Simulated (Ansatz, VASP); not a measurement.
## TaGa2 in VASP and in Ansatz

```
CELL_PARAMETERS angstrom
0.00000 3.11455 3.11455
3.11455 0.00000 3.11455
3.11455 3.11455 0.00000
ATOMIC_POSITIONS crystal
Ta 0.00000 0.00000 0.00000
Ga 0.25000 0.25000 0.25000
Ga 0.75000 0.75000 0.75000
```

Change from the starting cell: species swapped into the NdH2 type (Fm-3m, No. 225).

Alike in both runs: functional PBE; k mesh 6 × 6 × 6; occupations gaussian, width 0.1 eV; no spin polarisation.

Ansatz relaxed the structure, and its values are those at the end. VASP's run is a single point on that final structure, the one shown.

|  | VASP | Ansatz |
| --- | --- | --- |
| version | VASP 6.6.1 | Ansatz 0.2.0 |
| potentials or method | VASP PAW PBE potentials, release 64 (Ta_pv, Ga_d) | scalar-relativistic, plane waves, PAW |
| plane-wave cutoff (eV) | 520 | 420 |
| valence electrons in the cell | 37 | 39 |

Ansatz gave:

```
gap on the k mesh at the Fermi level (eV) : none
pressure (GPa)                            : 0.1
```

Estimate VASP's values.

gap on the k mesh at the Fermi level (eV): none; pressure (GPa): 0.2.

A gap of «none» marks a metal or a gap that the smearing closes. The two sets of potentials don't hold the same shells in valence.

Spin-orbit coupling is left out, which matters for the levels of Ta.
